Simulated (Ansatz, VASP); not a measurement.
# TiInSi (TiInSi in the AlB2 type): VASP beside Ansatz, part 2 of 2

Aim: how closely do two programs agree when they are given the same cell, functional and k mesh? The cell is generated by rule, not measured, and may not be a known phase. The cell is taken from a series of runs on this material, whose earlier steps may have relaxed, scaled, displaced or heated it; both programs get it as it stands.

VASP 6.6.1 and Ansatz 0.2.0.

So far: Set-up; VASP: relaxation of cell and atoms, PBE, pair 1; Ansatz: relaxation of cell and atoms, PBE, pair 1; Comparison.

## (5) Ansatz: relaxation of cell and atoms, PBE, pair 2

Level of this step: Ansatz beside VASP: Kohn-Sham DFT, plane waves, PBE (Ansatz).

The relaxed volume is the usual yardstick between codes: in a stiff, nearly cubic crystal its relative difference is about their pressure difference at one cell divided by the bulk modulus.

The cell is taken from a series of runs on this material, whose earlier steps may have relaxed, scaled, displaced or heated it; both programs get it as it stands.

File input.yaml:

```yaml
crystal:
  lattice:
    - [4.6949750764, 0.0, 0.0]
    - [-2.3474875382, 4.0659676863, 0.0]
    - [0.0, 0.0, 2.7887907698]
  atoms:
    - { symbol: Ti, position: [0.0, 0.0, 0.0] }
    - { symbol: Si, position: [0.3333333333, 0.6666666667, 0.5] }
    - { symbol: In, position: [0.6666666667, 0.3333333333, 0.5] }
kpoints:
  mp_grid: { grid: [9, 9, 10] }
hamiltonian:
  xc: pbe
  pseudopotentials: { kind: paw, azcp: { folder: soft_1 } }
scf:
  occupations: { method: gaussian, width: 0.1 }
output:
  forces: true
  stress: true
  eigenvalues: true
relax:
  adjacent_minimum: "off"
  f_tol: 0.005
  max_steps: 80
  cell: { stress_tol: 0.05 }
```

On the command line:

```sh
ansatz run input.yaml --threads 4 --pin off --max-ram 12288MiB --backend cpu --events-out ev --progress --plain --runs-dir out
```

Numbers of over 12 decimals in the logs are rounded to 6 here.

Log:

```text
[...]
Crystal: 3 atoms, lattice volume = 53.237 Å³
Basis set: ecut = 420 eV, 1047 PW (Γ), exchange–correlation on 64×64×40 points (8 copies of the dense FFT grid, shifted against one another)
Bands: 19, of which v1, the nominal top of the filled ones, is band 15 counted from 1 (14 counted from 0)
Symmetry: 12 space group operations
[...]
k-points: 72 of 810 (time reversal used)
[...]
k-point 71: bands = [... 11 lower, 8.7475, 9.8947, 10.4563, 13.0380, 13.1830, 13.9663, 14.0940, 14.1187]
--- Relaxed structure (3 steps of the walk, 3 accepted, 1 SCFs on fresh bases) ---
[...]
cell:  # Å, volume = 53.3476 Å³
    - [4.723902, 0.0, 0.0]
    - [-2.361951, 4.091020, 0.0]
    - [0.0, 0.0, 2.760465]
  atoms:
    - { symbol: Ti, position: [0, 0, 0.0] }
    - { symbol: Si, position: [0.333333, 0.666667, 0.5] }
    - { symbol: In, position: [0.666667, 0.333333, 0.5] }
[key lines of the parts left out:]
SCF converged after 9 iterations
Free energy (F): -8733.110138 eV
Fermi energy:    12.626169 eV
P = ⅓ Tr σ = 0.0244 GPa (0.244 kbar)
```

## (6) VASP: relaxation of cell and atoms, PBE, pair 2

The same cell, functional, mesh and smearing now go to VASP, with its own data sets.

File INCAR:

```
SYSTEM = TiInSi
PREC = Accurate
ENCUT = 500
EDIFF = 1E-07
NELM = 120
ISMEAR = 0
SIGMA = 0.1
LREAL = .FALSE.
ALGO = Normal
GGA = PE
NBANDS = 20
LASPH = .TRUE.
LORBIT = 11
LWAVE = .FALSE.
LCHARG = .FALSE.
ISIF = 3
IBRION = 2
NSW = 80
EDIFFG = -0.005
GGA_COMPAT = .FALSE.
NELMIN = 4
KPAR = 2
```

File POSCAR:

```
TiInSi
1.0
    4.6949750000      0.0000000000      0.0000000000
   -2.3474880000      4.0659680000      0.0000000000
    0.0000000000      0.0000000000      2.7887910000
Ti Si In
1 1 1
Direct
    0.0000000000      0.0000000000      0.0000000000
    0.3333333333      0.6666666667      0.5000000000
    0.6666666667      0.3333333333      0.5000000000
```

File KPOINTS:

```
Automatic mesh
0
Gamma
9 9 10
0 0 0
```

PAW data sets: Ti_sv, Si and In_d (PBE family, release 64).

On the command line:

```sh
mpirun -np 2 vasp_std
```

Log:

```text
[... set-up lines as in an earlier step ...]
 entering main loop
       N       E                     dE             d eps       ncg     rms          rms(c)
DAV:   1     0.249051558961E+03    0.24905E+03   -0.13734E+04  2880   0.175E+03
DAV:   2     0.198704702657E+01   -0.24706E+03   -0.24208E+03  2932   0.433E+02
DAV:   3    -0.165171719103E+02   -0.18504E+02   -0.18009E+02  4256   0.127E+02
DAV:   4    -0.173129681779E+02   -0.79580E+00   -0.78392E+00  4216   0.201E+01
[...]
DAV:  13    -0.155276826371E+02   -0.69209E-06   -0.29618E-06  3556   0.161E-02    0.427E-03
DAV:  14    -0.155276823922E+02    0.24491E-06   -0.31821E-07  3580   0.455E-03    0.140E-03
DAV:  15    -0.155276823276E+02    0.64571E-07   -0.50088E-08  1968   0.194E-03
   1 F= -.15527682E+02 E0= -.15520285E+02  d E =-.155277E+02
[... from here on, the cycles between the ionic steps are left out ...]
   2 F= -.15531426E+02 E0= -.15524534E+02  d E =-.374350E-02
   3 F= -.15531693E+02 E0= -.15524972E+02  d E =-.401076E-02
   4 F= -.15531692E+02 E0= -.15524984E+02  d E =-.400977E-02
   5 F= -.15531695E+02 E0= -.15525011E+02  d E =-.287882E-05
   6 F= -.15531697E+02 E0= -.15525005E+02  d E =-.459206E-05
[...]
reached required accuracy - stopping structural energy minimisation
```

OUTCAR, selected parts (step 6):

```text
  Total       -0.0037969     -0.0037969      0.0104388      0.0000000     -0.0000000      0.0000000
  in kB       -0.1140038     -0.1140038      0.3134311      0.0000000     -0.0000000      0.0000000
  external PRESSURE =       0.0284745 kB  Pullay stress =       0.0000000 kB

 POSITION                                       TOTAL-FORCE (eV/Angst)
 -----------------------------------------------------------------------------------
     -2.36201      4.09112      0.00000        -0.000000      0.000000      0.000000
     -0.00000      2.72742      1.38049         0.000000     -0.000000      0.000000
      2.36201      1.36371      1.38049         0.000000     -0.000000      0.000000
 -----------------------------------------------------------------------------------
    total drift:                               -0.000002     -0.000002     -0.000000

  FREE ENERGIE OF THE ION-ELECTRON SYSTEM (eV)
  ---------------------------------------------------
  free  energy   TOTEN  =       -15.5316966882 eV

  energy  without entropy=      -15.5183123849  energy(sigma->0) =      -15.52500454

[... 1 part as in an earlier step ...]

[... 3 further parts left out ...]
[key lines of the parts left out:]
E-fermi :   9.5143
```

## (7) Side by side

Both answers:

```
                                         quantity  Ansatz   VASP  difference
                                      volume (Å³)   53.35  53.36     -0.02 %
edge a after relaxation, in the typed setting (Å)   4.724  4.724     +0.00 %
edge c after relaxation, in the typed setting (Å)   2.760  2.761     -0.02 %
```

## (8) VASP: zone-centre phonons, PBE

Second derivatives magnify differences that forces hide, and they need a tight electronic threshold.

File INCAR:

```
SYSTEM = TiInSi
PREC = Accurate
ENCUT = 500
EDIFF = 1E-08
NELM = 120
ISMEAR = 1
SIGMA = 0.2
LREAL = .FALSE.
ALGO = Normal
GGA = PE
NBANDS = 20
LASPH = .TRUE.
LORBIT = 11
LWAVE = .FALSE.
LCHARG = .FALSE.
ISIF = 2
IBRION = 8
GGA_COMPAT = .FALSE.
KPAR = 2
```

File POSCAR:

```
TiInSi
1.0
    4.7327126712      0.0000000000      0.0000000000
   -2.3663563356      4.0986494020      0.0000000000
    0.0000000000      0.0000000000      2.7549952998
Ti Si In
1 1 1
Direct
    0.0000000000      0.0000000000      0.0000000000
    0.3333333333      0.6666666667      0.5000000000
    0.6666666667      0.3333333333      0.5000000000
```

File KPOINTS:

```
Automatic mesh
0
Gamma
4 4 6
0 0 0
```

On the command line:

```sh
mpirun -np 2 vasp_std
```

Log:

```text
[... set-up lines as in an earlier step ...]
 entering main loop
       N       E                     dE             d eps       ncg     rms          rms(c)
DAV:   1     0.243952632223E+03    0.24395E+03   -0.13636E+04   640   0.173E+03
DAV:   2     0.204379175661E+01   -0.24191E+03   -0.23687E+03   648   0.426E+02
DAV:   3    -0.164812476623E+02   -0.18525E+02   -0.17867E+02   948   0.124E+02
DAV:   4    -0.172894262069E+02   -0.80818E+00   -0.80070E+00   920   0.202E+01
[...]
DAV:  16    -0.155160399721E+02    0.11295E-07   -0.66656E-09   484   0.634E-04    0.147E-04
DAV:  17    -0.155160399855E+02   -0.13380E-07   -0.27341E-09   420   0.499E-04    0.727E-05
DAV:  18    -0.155160399858E+02   -0.30468E-09   -0.72124E-10   396   0.304E-04
   1 F= -.15516040E+02 E0= -.15512579E+02  d E =-.103831E-01
 Linear response reoptimize wavefunctions to high precision
DAV:   1    -0.155160399868E+02   -0.10418E-08   -0.24369E-10   412   0.149E-04
DAV:   2    -0.155160399870E+02   -0.20555E-09   -0.11379E-10   388   0.105E-04
[...]
RMM:   7    -0.243048504952E+00    0.24374E-05   -0.24194E-05  3755   0.278E-02    0.500E-03
RMM:   8    -0.243049574134E+00   -0.10692E-05   -0.88226E-06  3961   0.153E-02    0.503E-03
RMM:   9    -0.243049382516E+00    0.19162E-06   -0.25227E-06  3925   0.854E-03    0.569E-03
 first order change of Fermi-energy   0.77346E-04
 force on displaced ion       3 direction 1 :  -5.989   0.004   0.000
 Linear response progress:
  Degree of freedom:   6/  6
       N       E                     dE             d eps       ncg     rms          rms(c)
RMM:   1    -0.218944287854E+00   -0.21894E+00   -0.40285E-02   977   0.478E+00
RMM:   2    -0.222548604289E+00   -0.36043E-02   -0.22586E-02  1295   0.938E-01    0.558E-02
RMM:   3    -0.222332386834E+00    0.21622E-03   -0.18082E-03  1449   0.288E-01    0.277E-02
RMM:   4    -0.222104524638E+00    0.22786E-03   -0.27962E-04  1509   0.121E-01    0.109E-02
[...]
RMM:  14    -0.222052357733E+00   -0.63725E-07   -0.26512E-09  1742   0.556E-04    0.110E-04
RMM:  15    -0.222052294672E+00    0.63061E-07   -0.23330E-08  1704   0.369E-04    0.233E-05
RMM:  16    -0.222052302269E+00   -0.75974E-08    0.35126E-09  1732   0.263E-04    0.223E-05
 first order change of Fermi-energy  -0.20793E-03
 force on displaced ion       3 direction 3 :  -0.000   0.000  -1.980
 Linear response finished
```

From OUTCAR (step 8):

```text
  Total       -0.1632344     -0.1632344      0.1480088      0.0000000     -0.0000000      0.0000000
  in kB       -4.8938475     -4.8938475      4.4373774      0.0000000     -0.0000000      0.0000000
  external PRESSURE =      -1.7834392 kB  Pullay stress =       0.0000000 kB

 POSITION                                       TOTAL-FORCE (eV/Angst)
 -----------------------------------------------------------------------------------
      0.00000      0.00000      0.00000        -0.000000     -0.000000      0.000000
     -0.00000      2.73243      1.37750         0.000000     -0.000000      0.000000
      2.36636      1.36622      1.37750        -0.000000      0.000000      0.000000
 -----------------------------------------------------------------------------------
    total drift:                                0.000000     -0.000000     -0.000000

[... 2 further parts left out ...]
```

## (9) Ansatz: zone-centre phonons, PBE

The same cell, functional, mesh and smearing now go to Ansatz, which takes its cutoff from its data sets.

The cell is taken from a series of runs on this material, whose earlier steps may have relaxed, scaled, displaced or heated it; both programs get it as it stands.

File input.yaml:

```yaml
crystal:
  lattice:
    - [4.7327126712, 0.0, 0.0]
    - [-2.3663563356, 4.098649402, 0.0]
    - [0.0, 0.0, 2.7549952998]
  atoms:
    - { symbol: Ti, position: [0.0, 0.0, 0.0] }
    - { symbol: Si, position: [0.3333333333, 0.6666666667, 0.5] }
    - { symbol: In, position: [0.6666666667, 0.3333333333, 0.5] }
kpoints:
  mp_grid: { grid: [4, 4, 6] }
hamiltonian:
  xc: pbe
  pseudopotentials: { kind: paw, azcp: { folder: soft_1 } }
scf:
  occupations: { method: methfessel_paxton, width: 0.2 }
output:
  eigenvalues: true
phonons:
  method: dfpt
  qmesh: [2, 2, 2]
  temperatures: { t_max: 1000, t_step: 50 }
  qpath:
    path:
      - [[0.0, 0.0, 0.0], [0.5, 0.0, 0.0], [0.33333333, 0.33333333, 0.0], [0.0, 0.0, 0.0], [0.0, 0.0, 0.5], [0.5, 0.0, 0.5], [0.33333333, 0.33333333, 0.5], [0.0, 0.0, 0.5]]
      - [[0.5, 0.0, 0.5], [0.5, 0.0, 0.0]]
      - [[0.33333333, 0.33333333, 0.5], [0.33333333, 0.33333333, 0.0]]
    npoints: 10
```

On the command line:

```sh
ansatz run input.yaml --threads 4 --pin off --max-ram 12288MiB --backend cpu --events-out ev --progress --plain --runs-dir out
```

Log:

```text
[...]
Crystal: 3 atoms, lattice volume = 53.441 Å³
Basis set: ecut = 420 eV, 1023 PW (Γ), exchange–correlation on 64×64×40 points (8 copies of the dense FFT grid, shifted against one another)
Bands: 19, of which v1, the nominal top of the filled ones, is band 15 counted from 1 (14 counted from 0)
Symmetry: 12 space group operations
k-points: 16 of 96 (time reversal used)
[...]
largest difference from the sums on the solved wave vectors: F 7.39e-2 eV, S 9.70e-5 and C_V 2.35e-5 eV/K
  zero-point energy: 0.079997 eV/cell   skipped modes (ω ≤ 0): 294, of them read as no rigid motion or as one in doubt: 291 (8.555e-1 modes/cell left out, lowest -100.52 cm⁻¹)   left out of the sums: 9.51e-2 of the cell's modes: C_V's classical limit lies that fraction below 3 k_B per atom; for a crystal, a wire or a layer, F and S can be off by more, and a phonons.interpolated_qmesh denser along its periods is the remedy for the sampling
[key lines of the parts left out:]
SCF converged after 10 iterations
Free energy (F): -8733.094410 eV
Fermi energy:    12.636566 eV
```

## (10) Comparison

What differs besides the data sets and the points named for the pairs above, as far as they apply: VASP's run holds the zone centre alone. Total energies have different zeros and are not compared.

The two programs side by side:

```
                  quantity  Ansatz   VASP  difference
     optical mode 1 (cm⁻¹)    86.6   86.2     +0.43 %
optical mode 2 to 3 (cm⁻¹)   122.2  121.2     +0.80 %
     optical mode 4 (cm⁻¹)   151.2  151.4     -0.11 %
optical mode 5 to 6 (cm⁻¹)   212.9  212.8     +0.05 %
```

Modes are paired by rising frequency, not by their patterns, so a pair may set unlike modes beside each other; they are those without the splitting of longitudinal modes.

## (11) Results

```
difference in edge c after relaxation, in the typed setting (relaxation of cell and atoms, PBE, pair 1)           : -0.025 %
difference in volume (relaxation of cell and atoms, PBE, pair 2)                                                  : -0.024 %
r.m.s. difference of the optical zone-centre modes, each program's sorted by frequency (zone-centre phonons, PBE) : 0.58 cm⁻¹
difference in optical mode 2 to 3 (zone-centre phonons, PBE)                                                      : +0.8 %
```

The difference in edge c after relaxation, in the typed setting is -0.025 % (relaxation of cell and atoms, PBE, pair 1), within the 1.2 % picked in this series as the mark of a large difference, as far as the stopping tolerances let one tell. Among the rows given in per cent, the largest difference of the zone-centre phonons, PBE pair is in optical mode 2 to 3, +0.8 %. 1 further run of this series is not shown here. How closely two codes agree says nothing of how well the functional describes the real material.

[Lines on the potential files, build, host, timing and source positions are cut from VASP's logs without a mark.]

[Logs are printed without paths, hosts, clocks, repeated set-up lines and the standing remarks that a program may print on its own settings, such as how far it seeks lower states.]

[Hosts, paths, dates, database ids (printed as entryN), source tags and the programs' standing remarks are cut or masked in the printed files.]
